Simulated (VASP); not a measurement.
# HoO (Pm-3m) in VASP: further runs

One crystal, HoO, is run at these levels: PBE+U; tasks: single point.

Program: VASP 6.6.1. These are calculated values, not measurements. Logs are shortened: lines on timing, memory, paths and dates and some standing lists are left out, and cuts for length are marked.

### 1 Starting point

It takes space group Pm-3m (No. 221, cubic). Conventional cell: a = 2.757 Å, b = 2.757 Å, c = 2.757 Å, α = 90.00°, β = 90.00°, γ = 90.00°. Ho (site symmetry m-3m) has 8 O at 2.39 Å as nearest neighbours. Around O (site symmetry m-3m) lie 8 Ho at 2.39 Å.

The cell comes from a database or a generator and needn't be the stable form of this composition.

### 2 Single point, PBE+U, collinear spin, ferromagnetic start

The input, INCAR:

```
SYSTEM = HoO
PREC = Accurate
ENCUT = 520
EDIFF = 1E-7
ISMEAR = 0
SIGMA = 0.05
LREAL = .FALSE.
LASPH = .TRUE.
NELM = 150
ALGO = Normal
ISIF = 2
LWAVE = .FALSE.
LCHARG = .FALSE.
ISPIN = 2
MAGMOM = 4 0
LORBIT = 11
LMAXMIX = 6
LDAU = .TRUE.
LDAUTYPE = 2
LDAUL = 3 -1
LDAUU = 4 0
LDAUJ = 0 0
LDAUPRINT = 1
GGA = PE
NBANDS = 24
```

The input, KPOINTS:

```
Automatic mesh
0
G
  7 7 7
  0 0 0
```

The input, POSCAR:

```
HoO
1.0
    2.7574736800      0.0000000000      0.0000000000
    0.0000000000      2.7574736800      0.0000000000
    0.0000000000      0.0000000000      2.7574736800
Ho O
1 1
Direct
    0.0000000000      0.0000000000      0.0000000000
    0.5000000000      0.5000000000      0.5000000000
```

Potentials or basis: VASP PAW PBE potentials, release 64 (Ho, O).

The run is started by

```console
cat potpaw_PBE.64/Ho/POTCAR potpaw_PBE.64/O/POTCAR > POTCAR
mpirun -np 1 vasp_std > vasp.out
```

OUTCAR:

```text
SYSTEM = HoO
   PREC = Accurate
   ENCUT = 520
   EDIFF = 1E-7
   ISMEAR = 0
   LREAL = .FALSE.
   LASPH = .TRUE.
   NELM = 150
   ISIF = 2
   ISPIN = 2
   LORBIT = 11
   GGA = PE

 ion  position               nearest neighbor table
   1  0.000  0.000  0.000-   2 2.39   2 2.39   2 2.39   2 2.39   2 2.39   2 2.39   2 2.39   2 2.39

   2  0.500  0.500  0.500-   1 2.39   1 2.39   1 2.39   1 2.39   1 2.39   1 2.39   1 2.39   1 2.39

  LATTYP: Found a simple cubic cell.
 ALAT       =     2.7574736800

  Lattice vectors:

 A1 = (   2.7574736800,   0.0000000000,   0.0000000000)
 A2 = (   0.0000000000,   2.7574736800,   0.0000000000)
 A3 = (   0.0000000000,   0.0000000000,   2.7574736800)

Analysis of symmetry for initial positions (statically):
=====================================================================
 Subroutine PRICEL returns:
 Original cell was already a primitive cell.

 Routine SETGRP: Setting up the symmetry group for a
 simple cubic supercell.

 Subroutine GETGRP returns: Found 48 space group operations
 (whereof 48 operations were pure point group operations)
 out of a pool of 48 trial point group operations.

The static configuration has the point symmetry O_h .

Analysis of symmetry for dynamics (positions and initial velocities):
=====================================================================
 Subroutine PRICEL returns:
 Original cell was already a primitive cell.

 Routine SETGRP: Setting up the symmetry group for a
 simple cubic supercell.

 Subroutine GETGRP returns: Found 48 space group operations
 (whereof 48 operations were pure point group operations)
 out of a pool of 48 trial point group operations.

The dynamic configuration has the point symmetry O_h .

Analysis of structural, dynamic, and magnetic symmetry:
=====================================================================
 Subroutine PRICEL returns:
 Original cell was already a primitive cell.

 Routine SETGRP: Setting up the symmetry group for a
 simple cubic supercell.

 Subroutine GETGRP returns: Found 48 space group operations
 (whereof 48 operations were pure point group operations)
 out of a pool of 48 trial point group operations.

The overall configuration has the point symmetry O_h .

 Subroutine INISYM returns: Found 48 space group operations
 (whereof 48 operations are pure point group operations),
 and found     1 'primitive' translations

----------------------------------------------------------------------------------------

                                     Primitive cell

  volume of cell :      20.9669

  direct lattice vectors                    reciprocal lattice vectors
     2.757473680  0.000000000  0.000000000     0.362650787  0.000000000  0.000000000
     0.000000000  2.757473680  0.000000000     0.000000000  0.362650787  0.000000000
     0.000000000  0.000000000  2.757473680     0.000000000  0.000000000  0.362650787

  length of vectors
     2.757473680  2.757473680  2.757473680     0.362650787  0.362650787  0.362650787

  position of ions in fractional coordinates (direct lattice)
     0.000000000  0.000000000  0.000000000
     0.500000000  0.500000000  0.500000000

  ion indices of the primitive-cell ions
   primitive index   ion index
                 1           1
                 2           2

----------------------------------------------------------------------------------------

 KPOINTS: Automatic mesh

Automatic generation of k-mesh.
 Grid dimensions read from file:
 generate k-points for:    7    7    7

 Generating k-lattice:

  Cartesian coordinates                     Fractional coordinates (reciprocal lattice)
[... 65 lines left out ...]
   PSTRESS=    0.0 pullay stress
   NELECT =      27.0000    total number of electrons
   NUPDOWN=      -1.0000    fix difference up-down
   EMIN   =  10.00;   EMAX   =-10.00  energy-range for DOS
   EFERMI =   0.00;   METHOD = LEGACY
   ISMEAR =     0;   SIGMA  =   0.05  broadening in eV -4-tet -1-fermi 0-gaus
   EFERMI_NEDOS =   21; number of points for ismear=-14 and -15
   IALGO  =     38    algorithm
   IMIX   =      4    mixing-type and parameters
     AMIX     =   0.40;   BMIX     =  1.00
     AMIX_MAG =   1.60;   BMIX_MAG =  1.00
  volume/ion in A,a.u.               =      10.48        70.75
  Fermi-wavevector in a.u.,A,eV,Ry     =   1.781085  3.365763 43.161282  3.172265
  Thomas-Fermi vector in A             =   2.845747
   LORBIT       =     11    0 simple, 1 ext, 2 COOP (PROOUT), +10 PAW based schemes
 LDA+U is selected, type is set to LDAUTYPE =  2
   angular momentum for each species LDAUL =     3   -1
   U (eV)           for each species LDAUU =   4.0  0.0
   J (eV)           for each species LDAUJ =   0.0  0.0
   GGA     = PE    functional components
   LHFCALC =     F    Hartree Fock is set to
   AEXX    =    0.0000 exact exchange contribution
   IVDW    =     0    specifies the selected vdW correction
   LEPSILON=     F    determine dielectric tensor
   LRPA    =     F    only Hartree local field effects (RPA)
 spin polarized calculation
 Gauss-broadening in eV      SIGMA  =   0.05
  energy-cutoff  :      520.00
  volume of cell :       20.97
 maximum number of plane-waves:       587
 NGX is ok and might be reduce to    24

atom =   1  type =  1  l = 3

 onsite density matrix

spin component  1

  0.9830 -0.0000 -0.0053 -0.0000 -0.0000  0.0000 -0.0000
 -0.0000  1.0022 -0.0000 -0.0000 -0.0000 -0.0000 -0.0000
 -0.0053 -0.0000  0.9858  0.0000 -0.0000  0.0000 -0.0000
 -0.0000 -0.0000  0.0000  0.9789  0.0000  0.0000  0.0000
 -0.0000 -0.0000 -0.0000  0.0000  0.9858  0.0000  0.0053
  0.0000 -0.0000  0.0000  0.0000  0.0000  0.9899 -0.0000
 -0.0000 -0.0000 -0.0000  0.0000  0.0053 -0.0000  0.9830

spin component  2

  0.5631 -0.0000  0.4316  0.0000 -0.0000 -0.0000 -0.0000
 -0.0000  0.9998 -0.0000 -0.0000 -0.0000  0.0000  0.0000
  0.4316 -0.0000  0.3403 -0.0000 -0.0000  0.0000  0.0000
  0.0000 -0.0000 -0.0000  0.8974 -0.0000 -0.0000 -0.0000
 -0.0000 -0.0000 -0.0000 -0.0000  0.3403  0.0000 -0.4316
 -0.0000  0.0000  0.0000 -0.0000  0.0000  0.0060  0.0000
 -0.0000  0.0000  0.0000 -0.0000 -0.4316  0.0000  0.5631

 occupancies and eigenvectors

  o =  0.0060  v =  0.0000  0.0000  0.0000  0.0000  0.0000  0.0000  0.0000  0.0000  0.0000 -0.0000 -0.0000 -0.7884 -0.0742 -0.6107      0.0000  0.0000  0.0000  0.0000  0.0000  0.0000  0.0000  0.0000  0.0000  0.0000  0.0000  0.0000  0.0000  0.0000
  o =  0.0060  v =  0.0000  0.0000  0.0000  0.0000  0.0000  0.0000  0.0000  0.6124  0.0000 -0.7906 -0.0000  0.0000  0.0000  0.0000      0.0000  0.0000  0.0000  0.0000  0.0000  0.0000  0.0000  0.0000  0.0000  0.0000  0.0000  0.0000  0.0000  0.0000
  o =  0.0060  v =  0.0000  0.0000  0.0000  0.0000  0.0000  0.0000  0.0000  0.0000  0.0000  0.0000 -0.0000  0.0587 -0.9972  0.0455      0.0000  0.0000  0.0000  0.0000  0.0000  0.0000  0.0000  0.0000  0.0000  0.0000  0.0000  0.0000  0.0000  0.0000
  o =  0.8974  v =  0.0000  0.0000  0.0000  0.0000  0.0000  0.0000  0.0000 -0.7906  0.0000 -0.6124 -0.0000  0.0000  0.0000  0.0000      0.0000  0.0000  0.0000  0.0000  0.0000  0.0000  0.0000  0.0000  0.0000  0.0000  0.0000  0.0000  0.0000  0.0000
  o =  0.8974  v =  0.0000  0.0000  0.0000  0.0000  0.0000  0.0000  0.0000  0.0000 -0.0000 -0.0000 -0.0272  0.6121 -0.0000 -0.7903      0.0000  0.0000  0.0000  0.0000  0.0000  0.0000  0.0000  0.0000  0.0000  0.0000  0.0000  0.0000  0.0000  0.0000
  o =  0.8974  v =  0.0000  0.0000  0.0000  0.0000  0.0000  0.0000  0.0000  0.0000  0.0000 -0.0000  0.9996  0.0167 -0.0000 -0.0215      0.0000  0.0000  0.0000  0.0000  0.0000  0.0000  0.0000  0.0000  0.0000  0.0000  0.0000  0.0000  0.0000  0.0000
  o =  0.9789  v =  0.0010  0.0000  0.0008  0.9907  0.0835 -0.0000 -0.1078  0.0000  0.0000  0.0000  0.0000  0.0000  0.0000  0.0000      0.0000  0.0000  0.0000  0.0000  0.0000  0.0000  0.0000  0.0000  0.0000  0.0000  0.0000  0.0000  0.0000  0.0000
  o =  0.9789  v = -0.0022 -0.0000 -0.0017 -0.1364  0.6066 -0.0000 -0.7832  0.0000  0.0000  0.0000  0.0000  0.0000  0.0000  0.0000      0.0000  0.0000  0.0000  0.0000  0.0000  0.0000  0.0000  0.0000  0.0000  0.0000  0.0000  0.0000  0.0000  0.0000
  o =  0.9789  v =  0.7906 -0.0000  0.6124 -0.0016  0.0016 -0.0000 -0.0020  0.0000  0.0000  0.0000  0.0000  0.0000  0.0000  0.0000      0.0000  0.0000  0.0000  0.0000  0.0000  0.0000  0.0000  0.0000  0.0000  0.0000  0.0000  0.0000  0.0000  0.0000
  o =  0.9899  v =  0.6124  0.0000 -0.7906 -0.0000 -0.0005 -0.0001 -0.0004  0.0000  0.0000  0.0000  0.0000  0.0000  0.0000  0.0000      0.0000  0.0000  0.0000  0.0000  0.0000  0.0000  0.0000  0.0000  0.0000  0.0000  0.0000  0.0000  0.0000  0.0000
  o =  0.9899  v =  0.0004  0.0000 -0.0005  0.0000  0.7896 -0.0489  0.6116  0.0000  0.0000  0.0000  0.0000  0.0000  0.0000  0.0000      0.0000  0.0000  0.0000  0.0000  0.0000  0.0000  0.0000  0.0000  0.0000  0.0000  0.0000  0.0000  0.0000  0.0000
  o =  0.9899  v = -0.0001 -0.0000  0.0001 -0.0000 -0.0386 -0.9988 -0.0299  0.0000  0.0000  0.0000  0.0000  0.0000  0.0000  0.0000      0.0000  0.0000  0.0000  0.0000  0.0000  0.0000  0.0000  0.0000  0.0000  0.0000  0.0000  0.0000  0.0000  0.0000
  o =  0.9998  v =  0.0000  0.0000  0.0000  0.0000  0.0000  0.0000  0.0000  0.0000  1.0000 -0.0000 -0.0000  0.0000  0.0000  0.0000      0.0000  0.0000  0.0000  0.0000  0.0000  0.0000  0.0000  0.0000  0.0000  0.0000  0.0000  0.0000  0.0000  0.0000
  o =  1.0022  v =  0.0000 -1.0000 -0.0000  0.0000  0.0000  0.0000  0.0000  0.0000  0.0000  0.0000  0.0000  0.0000  0.0000  0.0000      0.0000  0.0000  0.0000  0.0000  0.0000  0.0000  0.0000  0.0000  0.0000  0.0000  0.0000  0.0000  0.0000  0.0000

 number of electron      26.9999999 magnetization       3.1843018

 Free energy of the ion-electron system (eV)
  ---------------------------------------------------
  ext. energy  EPLUGINS =         0.00000000
  ---------------------------------------------------
  free energy    TOTEN  =       -14.29313933 eV

  energy without entropy =      -14.29057808  energy(sigma->0) =      -14.29185871

 E-fermi :   7.4052     XC(G=0): -13.8038

 val. band max:        7.3931665859   @ k =   0.2857   0.2857   0.0000
 cond. band min:       7.4069272510   @ k =   0.4286   0.4286   0.0000
 fundamental gap:      0.0137606651
 Fermi energy:         7.4051805943

 spin component 1

 k-point     1 :       0.0000    0.0000    0.0000
  band No.  band energies     occupation
      1     -40.3799      1.00000
      2     -14.3387      1.00000
      3     -14.3387      1.00000
      4     -14.3387      1.00000
      5     -13.3407      1.00000
      6       3.0965      1.00000
[... 529 lines left out ...]
     23      25.0054      0.00000
     24      33.7297      0.00000
 Fermi energy:         7.4051805943

 spin component 2

 k-point     1 :       0.0000    0.0000    0.0000
  band No.  band energies     occupation
      1     -39.0156      1.00000
      2     -13.3132      1.00000
      3     -13.3131      1.00000
      4     -13.3131      1.00000
      5     -13.2910      1.00000
      6       3.3723      1.00000
[... 529 lines left out ...]
     23      25.5607      0.00000
     24      33.8436      0.00000

------------------------ aborting loop because EDIFF is reached ----------------------------------------

  FORCE on cell =-STRESS in cart. coord.  units (eV):
  Direction    XX          YY          ZZ          XY          YZ          ZX
  --------------------------------------------------------------------------------------
  -------------------------------------------------------------------------------------
  Total        7.3217092      7.3217092      7.3217092      0.0000000      0.0000000     -0.0000000
  in kB      559.4856190    559.4856190    559.4856190      0.0000000      0.0000000     -0.0000000
  external PRESSURE =     559.4856190 kB  Pullay stress =       0.0000000 kB

 VOLUME and BASIS-vectors are now :
 -----------------------------------------------------------------------------
  energy-cutoff  :      520.00
  volume of cell :       20.97
      direct lattice vectors                 reciprocal lattice vectors
     2.757473680  0.000000000  0.000000000     0.362650787  0.000000000  0.000000000
     0.000000000  2.757473680  0.000000000     0.000000000  0.362650787  0.000000000
     0.000000000  0.000000000  2.757473680     0.000000000  0.000000000  0.362650787

 POSITION                                       TOTAL-FORCE (eV/Angst)
 -----------------------------------------------------------------------------------
      0.00000      0.00000      0.00000         0.000000      0.000000      0.000000
      1.37874      1.37874      1.37874         0.000000      0.000000      0.000000
 -----------------------------------------------------------------------------------
    total drift:                                0.000000      0.000000     -0.000000

  FREE ENERGIE OF THE ION-ELECTRON SYSTEM (eV)
  ---------------------------------------------------
  free  energy   TOTEN  =       -14.2931393342 eV

  energy  without entropy=      -14.2905780813  energy(sigma->0) =      -14.29185871

 total charge

# of ion       s       p       d       f       tot
--------------------------------------------------
    1        2.061   5.814   0.605  10.605  19.085
    2        1.559   3.541   0.000   0.000   5.100
--------------------------------------------------
tot          3.620   9.354   0.605  10.605  24.185

 magnetization (x)

# of ion       s       p       d       f       tot
--------------------------------------------------
    1       -0.001  -0.030  -0.027   3.197   3.140
    2       -0.002  -0.001   0.000   0.000  -0.003
--------------------------------------------------
tot         -0.002  -0.030  -0.027   3.197   3.137
```

It took 34 s on 1 thread of AMD EPYC 9R45 (Zen 5), shared host; peak memory 0.14 GiB.

Results:

| Property | Result |
| --- | --- |
| Free energy | -14.2931 eV |
| Pressure | 55.9 GPa |
| Band gap on the k mesh | none (metal or under the smearing width) |
| Net moment | 3.18 μB per cell |
| Site moments | Ho +3.14; O -0.00 μB |
| Valence electrons inside the program's atomic spheres | Ho 19.09; O 5.10 |

Eigenvalues of the final occupation matrices:
| site | spin | trace | eigenvalues |
| --- | --- | --- | --- |
| site 1 f | 1 | 6.91 | 0.98 0.98 0.98 0.99 0.99 0.99 1.00 |
| site 1 f | 2 | 3.71 | 0.01 0.01 0.01 0.90 0.90 0.90 1.00 |

Caveat: the magnetic or orbital state may not be the lowest; a pressure of tens of GPa on the cell as given is suspect, and the run, the potentials or the cell itself is likely at fault; spin-orbit coupling is left out, which moves the levels of the heavy elements.

### 3 Single point, PBE+U, collinear spin, antiferromagnetic start

This run uses another cell than the first one: it holds 4 atoms, not 2.

The input, INCAR:

```
ALGO = Normal
EDIFF = 1E-6
ENCUT = 520
GGA = PE
ISIF = 2
ISMEAR = 0
ISPIN = 2
LASPH = True
LCHARG = False
LDAU = True
LDAUJ = 0 0
LDAUL = 3 -1
LDAUPRINT = 1
LDAUTYPE = 2
LDAUU = 4 0
LMAXMIX = 6
LORBIT = 11
LREAL = False
LWAVE = False
MAGMOM = 4 -4 0 0
NBANDS = 39
NELM = 150
PREC = Accurate
SIGMA = 0.05
```

The input, KPOINTS:

```
k-points
0
Gamma
  6 6 6
```

The input, POSCAR:

```
HoO
1.0
    0.0000000000      2.7574736800      2.7574736800
    2.7574736800      0.0000000000      2.7574736800
    2.7574736800      2.7574736800      0.0000000000
Ho O
2 2
Direct
    0.0000000000      0.0000000000      0.0000000000
    0.5000000000      0.5000000000      0.5000000000
    0.2500000000      0.2500000000      0.2500000000
    0.7500000000      0.7500000000      0.7500000000
```

Potentials or basis: VASP PAW PBE potentials, release 64 (Ho, O).

The run is started by

```console
cat potpaw_PBE.64/Ho/POTCAR potpaw_PBE.64/O/POTCAR > POTCAR
mpirun -np 1 vasp_std > vasp.out
```

Run time: 2.5 min. Hardware: 1 thread of AMD EPYC 9R45 (Zen 5), shared host; peak memory 0.19 GiB.

It converged, with:

| Quantity | Value |
| --- | --- |
| Free energy | -28.6014 eV |
| Pressure | 56.0 GPa |
| Band gap on the k mesh | none (metal or under the smearing width) |
| Net moment | 0.00 μB per cell |
| Site moments | Ho +3.22, -3.22; O +0.00 μB |
| Valence electrons inside the program's atomic spheres | Ho 19.08; O 5.10 |

Levels at points of the mesh, in eV from the Fermi level:
Spin up:
```
           k point  band 23  band 24  band 25  band 26  band 27  band 28  band 29  band 30  band 31  band 32
(0.00, 0.00, 0.00)    -2.01    -1.38    -1.38    -0.86     0.06     0.06     0.06     4.01     4.41     4.41
(0.50, 0.00, 0.00)    -2.02    -0.80    -0.37    -0.37    -0.28     4.19     4.19     4.42     4.74     4.74
(0.50, 0.50, 0.00)    -1.93    -0.51    -0.15    -0.15    -0.13     0.29     0.90     2.29     4.02     4.43
```
Spin down:
```tsv
k point	band 23	band 24	band 25	band 26	band 27	band 28	band 29	band 30	band 31	band 32
(0.00, 0.00, 0.00)	-2.01	-1.38	-1.38	-0.86	0.06	0.06	0.06	4.01	4.41	4.41
(0.50, 0.00, 0.00)	-2.02	-0.80	-0.37	-0.37	-0.28	4.19	4.19	4.42	4.74	4.74
(0.50, 0.50, 0.00)	-1.93	-0.51	-0.15	-0.15	-0.13	0.29	0.90	2.29	4.02	4.43
```

Eigenvalues of the final occupation matrices:
| site | spin | trace | eigenvalues |
| --- | --- | --- | --- |
| site 1 f | 1 | 6.91 | 0.98 0.98 0.98 0.99 0.99 0.99 1.00 |
| site 1 f | 2 | 3.71 | 0.01 0.01 0.01 0.90 0.90 0.90 1.00 |
| site 2 f | 1 | 3.71 | 0.01 0.01 0.01 0.90 0.90 0.90 1.00 |
| site 2 f | 2 | 6.91 | 0.98 0.98 0.98 0.99 0.99 0.99 1.00 |

Caveat: the magnetic or orbital state may not be the lowest; a pressure of tens of GPa on the cell as given is suspect, and the run, the potentials or the cell itself is likely at fault; spin-orbit coupling is left out, which moves the levels of the heavy elements. The state reached can hang on the start; a lower one may exist.

### 4 Single point, PBE+U, collinear spin, zero start

The input, INCAR:

```
PREC = Accurate ; ENCUT = 520
EDIFF = 1E-6 ; ISMEAR = 0
SIGMA = 0.05 ; LREAL = F
LASPH = T ; NELM = 100
ALGO = Fast ; ISIF = 2
LWAVE = F ; LCHARG = F
ISPIN = 2 ; MAGMOM = 0 0
LORBIT = 11 ; LMAXMIX = 6
LDAU = T ; LDAUTYPE = 2
LDAUL = 3 -1 ; LDAUU = 4 0
LDAUJ = 0 0 ; LDAUPRINT = 1
GGA = PE ; NBANDS = 24
```

The input, KPOINTS:

```
Automatic mesh
0
Gamma
  7 7 7
```

The input, POSCAR:

```
HoO
1.0
    2.7574736800      0.0000000000      0.0000000000
    0.0000000000      2.7574736800      0.0000000000
    0.0000000000      0.0000000000      2.7574736800
Ho O
1 1
Direct
    0.0000000000      0.0000000000      0.0000000000
    0.5000000000      0.5000000000      0.5000000000
```

The run is started by

```console
cat potpaw_PBE.64/Ho/POTCAR potpaw_PBE.64/O/POTCAR > POTCAR
mpirun -np 1 vasp_std > vasp.out
```

Run time: 35 s. Hardware: 1 thread of AMD EPYC 9R45 (Zen 5), shared host; peak memory 0.14 GiB.

Results (log left out):

```
Free energy                                           : -10.3978 eV
Pressure                                              : 48.0 GPa
Band gap on the k mesh                                : none (metal or under the smearing width)
Net moment                                            : 0.00 μB per cell
Valence electrons inside the program's atomic spheres : Ho 19.08; O 5.09
```

Levels at points of the mesh, in eV from the Fermi level:
Spin up:
| k point | band 9 | band 10 | band 11 | band 12 | band 13 | band 14 | band 15 | band 16 | band 17 | band 18 |
| --- | --- | --- | --- | --- | --- | --- | --- | --- | --- | --- |
| (0.00, 0.00, 0.00) | -1.46 | -1.46 | -1.46 | -0.89 | -0.89 | 0.37 | 0.37 | 0.40 | 2.47 | 4.44 |
Spin down:
| k point | band 9 | band 10 | band 11 | band 12 | band 13 | band 14 | band 15 | band 16 | band 17 | band 18 |
| --- | --- | --- | --- | --- | --- | --- | --- | --- | --- | --- |
| (0.00, 0.00, 0.00) | -1.46 | -1.46 | -1.46 | -0.89 | -0.89 | 0.37 | 0.38 | 0.52 | 2.47 | 4.46 |

Eigenvalues of the final occupation matrices:
```tsv
site	spin	trace	eigenvalues
site 1 f	1	5.33	0.03 0.78 0.78 0.78 0.98 0.99 0.99
site 1 f	2	5.33	0.03 0.78 0.78 0.78 0.98 0.99 0.99
```

Caveat: the magnetic or orbital state may not be the lowest; a pressure of tens of GPa on the cell as given is suspect, and the run, the potentials or the cell itself is likely at fault; spin-orbit coupling is left out, which moves the levels of the heavy elements.

[end of part 1 of 2]
